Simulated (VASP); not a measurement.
## Ru12N: single point with RPBE

The system is Ru12N, a slab with vacuum.

```
CELL_PARAMETERS angstrom
5.46240 0.00000 0.00000
-2.73120 4.73058 0.00000
0.00000 0.00000 23.32003
ATOMIC_POSITIONS crystal
Ru 0.16667 0.33333 0.36449
Ru 0.16667 0.83333 0.36449
Ru 0.66667 0.33333 0.36449
Ru 0.66667 0.83333 0.36449
Ru 0.33681 0.16292 0.45550
Ru 0.33683 0.67365 0.45552
Ru 0.82611 0.16292 0.45550
Ru 0.83326 0.66651 0.45142
Ru 0.16652 0.33305 0.54285
Ru 0.18211 0.84104 0.54659
Ru 0.65920 0.31840 0.54657
Ru 0.65893 0.84104 0.54659
N 0.83365 0.66730 0.59203
```

| Quantity | Value |
| --- | --- |
| Program | VASP 6.6.1 |
| Task | single point |
| Functional | RPBE |
| Potentials or basis | VASP PAW PBE potentials, release 64 (Ru_pv, N) |
| Cutoff | 450 eV |
| k mesh | 6 × 6 × 1 |
| Occupations | methfessel-paxton, width 0.1 eV |
| Spin | no spin polarisation |
| Dipole correction | yes |
| Atoms held fixed (from 0) | [0, 1, 2, 3] |
| Further INCAR settings | PREC = Normal; LREAL = Auto; ALGO = Normal; EDIFF = 1e-06 |

| Property | Result |
| --- | --- |
| Largest force | 0.399 eV/Å |
| Band gap on the k mesh | none (metal or under the smearing width) |
| Work function of the upper face | 5.19 eV |
| Work function of the lower face | 4.73 eV |

Forces on the atoms (eV/Å):
```
Ru   0.000 -0.008 -0.399
Ru  -0.045 -0.032  0.132
Ru   0.000  0.041  0.132
Ru   0.045 -0.032  0.132
Ru  -0.001  0.010 -0.001
Ru   0.000  0.003 -0.010
Ru   0.001  0.010 -0.001
Ru   0.000  0.002  0.003
Ru   0.000  0.020  0.023
Ru  -0.008 -0.005 -0.005
Ru   0.000  0.013  0.009
Ru   0.008 -0.005 -0.005
N    0.000 -0.019 -0.009
```

Levels at points of the mesh, in eV from the Fermi level:
| k point | band 83 | band 84 | band 85 | band 86 | band 87 | band 88 | band 89 | band 90 | band 91 | band 92 |
| --- | --- | --- | --- | --- | --- | --- | --- | --- | --- | --- |
| (0.00, 0.00, 0.00) | 0.23 | 0.27 | 0.32 | 0.33 | 0.73 | 0.73 | 1.00 | 1.00 | 1.04 | 1.05 |
| (0.50, 0.00, 0.00) | -0.92 | -0.75 | -0.71 | -0.38 | -0.33 | -0.28 | -0.21 | 0.01 | 0.04 | 0.27 |
| (0.00, 0.50, 0.00) | -0.92 | -0.75 | -0.71 | -0.38 | -0.33 | -0.28 | -0.21 | 0.01 | 0.04 | 0.27 |

Core levels (eV, on the scale of the bands):
| atom | levels |
| --- | --- |
| 1 Ru | 1s -21929.9, 2s -3150.2, 2p -2820.7, 3s -551.9, 3p -443.6, 3d -269.6, 4s -72.5 |
| 2 Ru | 1s -21930.0, 2s -3150.3, 2p -2820.9, 3s -552.0, 3p -443.8, 3d -269.8, 4s -72.7 |
| 3 Ru | 1s -21930.0, 2s -3150.3, 2p -2820.9, 3s -552.0, 3p -443.8, 3d -269.8, 4s -72.7 |
| 4 Ru | 1s -21930.0, 2s -3150.3, 2p -2820.9, 3s -552.0, 3p -443.8, 3d -269.8, 4s -72.7 |
| 5 Ru | 1s -21930.5, 2s -3150.9, 2p -2821.5, 3s -552.6, 3p -444.4, 3d -270.4, 4s -73.2 |
| 6 Ru | 1s -21930.5, 2s -3150.9, 2p -2821.5, 3s -552.6, 3p -444.4, 3d -270.4, 4s -73.2 |

Run time: 5.2 min on 4 MPI ranks on Intel(R) Xeon(R) Platinum 8259CL CPU @ 2.50GHz (Skylake/Cascade Lake), on a shared host, peak memory 0.55 GiB a rank.

Caveat: the PAW data sets were made with another functional, which shifts forces and pressure a little.
